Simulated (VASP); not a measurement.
Output of a VASP run:

File OSZICAR:
```
       N       E                     dE             d eps       ncg     rms          rms(c)
DAV:   1     0.253877965380E+03    0.25388E+03   -0.16676E+04   520   0.125E+03
DAV:   2    -0.940958122139E+02   -0.34797E+03   -0.34140E+03   648   0.314E+02
DAV:   3    -0.137038240579E+03   -0.42942E+02   -0.42778E+02   616   0.120E+02
DAV:   4    -0.138542700434E+03   -0.15045E+01   -0.14981E+01   670   0.303E+01
DAV:   5    -0.138586775127E+03   -0.44075E-01   -0.44026E-01   666   0.419E+00    0.373E+00
DAV:   6    -0.132542031881E+03    0.60447E+01   -0.30984E+00   668   0.286E+01    0.290E+00
DAV:   7    -0.127067937130E+03    0.54741E+01   -0.15609E+00   542   0.791E+00    0.140E+00
DAV:   8    -0.128049990355E+03   -0.98205E+00   -0.65623E-01   656   0.475E+00    0.628E-01
DAV:   9    -0.128081517681E+03   -0.31527E-01   -0.37981E-01   520   0.447E+00    0.632E-01
DAV:  10    -0.128397956782E+03   -0.31644E+00   -0.20724E-01   556   0.358E+00    0.198E-01
DAV:  11    -0.128446815684E+03   -0.48859E-01   -0.17837E-01   532   0.351E+00    0.304E-01
DAV:  12    -0.128443256451E+03    0.35592E-02   -0.17824E-02   556   0.113E+00    0.203E-01
DAV:  13    -0.128446208700E+03   -0.29522E-02   -0.16826E-02   540   0.109E+00    0.190E-01
DAV:  14    -0.128449369194E+03   -0.31605E-02   -0.70045E-03   560   0.752E-01    0.642E-02
DAV:  15    -0.128450915078E+03   -0.15459E-02   -0.12587E-03   562   0.347E-01    0.431E-02
DAV:  16    -0.128451944660E+03   -0.10296E-02   -0.39346E-04   554   0.194E-01    0.336E-02
DAV:  17    -0.128452071903E+03   -0.12724E-03   -0.24651E-04   574   0.148E-01    0.187E-02
DAV:  18    -0.128452150608E+03   -0.78705E-04   -0.20558E-05   606   0.407E-02    0.891E-03
DAV:  19    -0.128452145502E+03    0.51064E-05   -0.72553E-07   448   0.760E-03    0.872E-03
DAV:  20    -0.128452196401E+03   -0.50899E-04   -0.25889E-05   534   0.470E-02    0.407E-03
DAV:  21    -0.128452198737E+03   -0.23365E-05   -0.18289E-06   532   0.107E-02    0.381E-03
DAV:  22    -0.128452197817E+03    0.92073E-06   -0.54951E-07   370   0.899E-03
   1 F= -.12845220E+03 E0= -.12845220E+03  d E =-.128452E+03
```

**OUTCAR**
```
------------------------ aborting loop because EDIFF is reached ----------------------------------------
  FORCE on cell =-STRESS in cart. coord.  units (eV):
  Direction    XX          YY          ZZ          XY          YZ          ZX
  --------------------------------------------------------------------------------------
  Total        0.0163096      0.0163096      0.0163096      0.0000000      0.0000000     -0.0000000
  in kB        0.1247066      0.1247066      0.1247066      0.0000000      0.0000000     -0.0000000
  external PRESSURE =       0.1247066 kB  Pullay stress =       0.0000000 kB
  volume of cell :      209.54
      direct lattice vectors                 reciprocal lattice vectors
     5.939570479  0.000000000  0.000000000     0.168362343  0.000000000  0.000000000
     0.000000000  5.939570479  0.000000000     0.000000000  0.168362343  0.000000000
     0.000000000  0.000000000  5.939570479     0.000000000  0.000000000  0.168362343
 POSITION                                       TOTAL-FORCE (eV/Angst)
 -----------------------------------------------------------------------------------
      0.00000      0.00000      0.00000         0.000000      0.000000      0.000000
      2.96979      2.96979      2.96979         0.000000      0.000000      0.000000
      2.96979      0.00000      2.96979         0.000000      0.000000      0.000000
      0.00000      2.96979      2.96979         0.000000      0.000000      0.000000
      2.96979      2.96979      0.00000         0.000000      0.000000      0.000000
 -----------------------------------------------------------------------------------
    total drift:                               -0.000000      0.000000     -0.000000
  FREE ENERGIE OF THE ION-ELECTRON SYSTEM (eV)
  ---------------------------------------------------
  free  energy   TOTEN  =      -128.4521978165 eV

  energy  without entropy=     -128.4521978165  energy(sigma->0) =     -128.45219782

 reached required accuracy - stopping structural energy minimisation
```
(Selected blocks of OUTCAR.)

POSCAR:
```
CsPbBr3
1
    5.9395704787     0.0000000000     0.0000000000
   -0.0000000000     5.9395704787    -0.0000000000
    0.0000000000    -0.0000000000     5.9395704787
Cs Pb Br
1 1 3
Direct
  0.0000000000   0.0000000000   0.0000000000
  0.5000000000   0.5000000000   0.5000000000
  0.5000000000   0.0000000000   0.5000000000
  0.0000000000   0.5000000000   0.5000000000
  0.5000000000   0.5000000000   0.0000000000
```

### Question
Reconstruct the remaining input files.

### Answer
One answer among several that fit: the input of the run itself, r2SCAN meta-GGA, plane waves, VASP's PBE PAW potentials (set 64).

**KPOINTS**
```
Automatic mesh
0
Gamma
 4 4 4
```

### INCAR
```
SYSTEM=CsPbBr3
PREC=Accurate; ENCUT=400; LREAL=.FALSE.
LASPH=.TRUE.
EDIFF=1E-6; NELM=100; ALGO=Normal
LMAXMIX=4; LMIXTAU=.TRUE.
ISMEAR=0; SIGMA=0.05
METAGGA=R2SCAN
IBRION=2; NSW=60; ISIF=3
EDIFFG=-0.02
LWAVE=.FALSE.; LCHARG=.FALSE.
```

POTCAR, in this order: Cs_sv Pb_d Br (PBE.64 set). Program: vasp_std.

The compound is CsPbBr3 in the cubic perovskite structure, the ideal cubic form; the compound distorts at low or room temperature. It was relaxed first. The start is the result of an earlier pass.
